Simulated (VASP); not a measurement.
Given:

```
CELL_PARAMETERS angstrom
      3.68893     0.00000     0.00000
      0.00000     3.68893     0.00000
      0.00000     0.00000     6.22358
ATOMIC_POSITIONS crystal
  Tl 0.00000 0.50000 0.74417
  Tl 0.50000 0.00000 0.25583
  F  0.50000 0.00000 0.86423
  F  0.00000 0.50000 0.13577
```

These are LDA (Ceperley-Alder, Perdew-Zunger), VASP's LDA PAW potentials (set 64) (plane waves; VASP) values and carry that method's errors. Run with 400 eV cut-off, 5×5×3 Γ-centred mesh, Gaussian smearing of 0.010 eV, potentials Tl_d F.

At this cut-off the stress carries a Pulay error, which pulls relaxed volumes low.

Q: Give the force on each atom (eV/Å).

A: 
| atom | Fx | Fy | Fz |
|---|---|---|---|
| Tl1 | 0.000 | 0.000 | 0.311 |
| Tl2 | 0.000 | 0.000 | -0.311 |
| F3 | 0.000 | 0.000 | -0.009 |
| F4 | 0.000 | 0.000 | 0.009 |

Q: Give the stress tensor in GPa (positive for a compressed cell).

A: 
```
-7.72   0.00   0.00
 0.00  -7.72   0.00
 0.00   0.00  -7.58
```
The pressure is its mean diagonal, -7.67 GPa.

The structure comes from a computed database's TlF entry; how it stands against other phases isn't given here. The cell was not relaxed at this level.
